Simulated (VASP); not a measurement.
NaLaMnMoO6 and the effect of the functional

The cell as given:

```
Na La Mn Mo O
1.0
    -2.72294    2.72294    3.89889
     2.72294   -2.72294    3.89889
     2.72294    2.72294   -3.89889
Na La Mn Mo O
1 1 1 1 6
Direct
  0.25000 0.75000 0.50000
  0.75000 0.25000 0.50000
  0.50000 0.50000 0.00000
  0.00000 0.00000 0.00000
  0.20766 0.29607 0.50371
  0.29605 0.79234 0.08841
  0.79236 0.70395 0.49629
  0.70393 0.20764 0.91159
  0.25194 0.25194 0.00000
  0.74806 0.74806 0.00000
```

The cell comes from a database or a generator and needn't be the stable form of this composition.

Kept alike: task relaxation of cell and atoms; k mesh 7 × 7 × 7; occupations fermi-dirac, width 0.05 eV; collinear spin, ferromagnetic start. Program: VASP, PBE PAW files La, Mn_pv, Mo_sv, Na_pv, O, 600 eV. The mesh is that of the run's cell of 10 atoms. No spin-orbit coupling.

| functional | volume (Å³/atom) | largest site moment (μB) |
| --- | --- | --- |
| optB88-vdW | 11.398 | 2.02 |
| rev-vdW-DF2 | 11.298 | 2.03 |
| vdW-DF-cx | 11.180 | 2.00 |

The relaxations keep at least the cell's symmetry (I-4). For a metal such a mesh leaves the last digits unconverged. Relaxations stop with a little pressure left, so the last digits of a volume or edge aren't settled. The runs hold the magnetic state that their start led to, which needn't be the lowest. Site moments count inside each atom's sphere or projector. All rows use potentials made for PBE.

The volume runs from 11.180 (vdW-DF-cx) to 11.398 Å³/atom (optB88-vdW). The largest site moment runs from 2.00 (vdW-DF-cx) to 2.03 μB (rev-vdW-DF2).
